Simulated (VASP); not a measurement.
Output of a VASP run:

OSZICAR:
```
       N       E                     dE             d eps       ncg     rms          rms(c)
DAV:   1     0.132119693342E+03    0.13212E+03   -0.11543E+04  7925   0.212E+03
DAV:   2    -0.331363995929E+01   -0.13543E+03   -0.12968E+03  7777   0.336E+02
DAV:   3    -0.797365476779E+01   -0.46600E+01   -0.46054E+01  9445   0.730E+01
DAV:   4    -0.802236923525E+01   -0.48714E-01   -0.48684E-01  8598   0.634E+00
DAV:   5    -0.802382321398E+01   -0.14540E-02   -0.14538E-02 11341   0.120E+00    0.118E+01
DAV:   6    -0.748506384894E+01    0.53876E+00   -0.84125E+00  7760   0.865E+01    0.551E+00
DAV:   7    -0.710819482540E+01    0.37687E+00   -0.32163E+00  9349   0.923E+01    0.587E+00
DAV:   8    -0.704721899311E+01    0.60976E-01   -0.26661E-01 10288   0.139E+01    0.284E+00
DAV:   9    -0.703824882124E+01    0.89702E-02   -0.30288E-02 11605   0.460E+00    0.182E-01
DAV:  10    -0.703805148881E+01    0.19733E-03   -0.42951E-03 11326   0.103E+00    0.896E-02
DAV:  11    -0.703800980954E+01    0.41679E-04   -0.92748E-05 11514   0.222E-01    0.389E-02
DAV:  12    -0.703801228844E+01   -0.24789E-05   -0.11078E-05 11607   0.110E-01    0.272E-03
DAV:  13    -0.703801548545E+01   -0.31970E-05   -0.73391E-07 11359   0.226E-02    0.209E-03
DAV:  14    -0.703801403739E+01    0.14481E-05   -0.18839E-07  5084   0.158E-02    0.311E-04
DAV:  15    -0.703801424204E+01   -0.20466E-06   -0.24426E-08  4543   0.385E-03    0.165E-04
DAV:  16    -0.703801413388E+01    0.10816E-06   -0.11102E-08  4466   0.208E-03    0.777E-05
DAV:  17    -0.703801416511E+01   -0.31227E-07   -0.42005E-09  4291   0.142E-03
   1 F= -.82821313E+01 E0= -.82821313E+01  d E =0.000000E+00
```

**OUTCAR**
```
------------------------ aborting loop because EDIFF is reached ----------------------------------------
 Edisp (eV)   -1.24412
  FORCE on cell =-STRESS in cart. coord.  units (eV):
  Direction    XX          YY          ZZ          XY          YZ          ZX
  --------------------------------------------------------------------------------------
  Total      -0.10821    -0.10821     0.03713     0.00000    -0.00000     0.00000
  in kB      -6.04326    -6.04326     2.07366     0.00000    -0.00000     0.00000
  external pressure =       -3.34 kB  Pullay stress =        0.00 kB
  volume of cell :       28.69
      direct lattice vectors                 reciprocal lattice vectors
     2.844403249  0.000000000  0.000000000     0.351567592  0.000000000  0.000000000
     0.000000000  2.844403249  0.000000000     0.000000000  0.351567592  0.000000000
     0.000000000  0.000000000  3.545806492     0.000000000  0.000000000  0.282023286
 POSITION                                       TOTAL-FORCE (eV/Angst)
 -----------------------------------------------------------------------------------
      0.00000      0.00000      0.00000         0.000000      0.000000      0.000000
      1.42220      1.42220      1.77290         0.000000      0.000000      0.000000
 -----------------------------------------------------------------------------------
    total drift:                                0.000000      0.000000     -0.000000
  FREE ENERGIE OF THE ION-ELECTRON SYSTEM (eV)
  ---------------------------------------------------
  free  energy   TOTEN  =        -8.2821313300 eV

  energy  without entropy=       -8.2821313300  energy(sigma->0) =       -8.28213133

 total charge

# of ion       s       p       d       tot
------------------------------------------
    1        0.385   0.330   9.224   9.940
    2        0.613   0.428   8.705   9.745
--------------------------------------------------
tot          0.998   0.758  17.929  19.685
```
(Selected blocks of OUTCAR.)

POSCAR:
```
CuAu
1
    2.8444032488     0.0000000000    -0.0000000000
    0.0000000000     2.8444032488    -0.0000000000
    0.0000000000    -0.0000000000     3.5458064917
Cu Au
1 1
Direct
  0.0000000000   1.0000000000   0.0000000000
  0.5000000000   0.5000000000   0.5000000000
```

Q: Reconstruct the remaining input files.

A: Several could match; the one computed here: the input of the run itself, PBE GGA with D3 dispersion (Becke-Johnson damping), plane waves, VASP's PBE PAW potentials (set 64).

**INCAR**
```
# general
SYSTEM  = CuAu
PREC    = Accurate
ENCUT   = 520
LREAL   = .False.
LASPH   = .True.

# electronic loop
EDIFF   = 1E-7
NELM    = 100
ALGO    = Normal
LMAXMIX = 6

# smearing
ISMEAR  = -5

# functional
GGA     = PE
IVDW    = 12

# ions
ISIF    = 2

# output
LWAVE   = .False.
LCHARG  = .True.
LORBIT  = 11
NEDOS   = 601
```

### KPOINTS
```
kpoints
0
gamma
 14 14 12
```

POTCAR, in this order: Cu Au (PBE.64 set). Program: vasp_std.

For a metal the tetrahedron method with Blöchl corrections gives inexact stress and forces.

The compound is CuAu in the L1_0 structure. It was relaxed first.
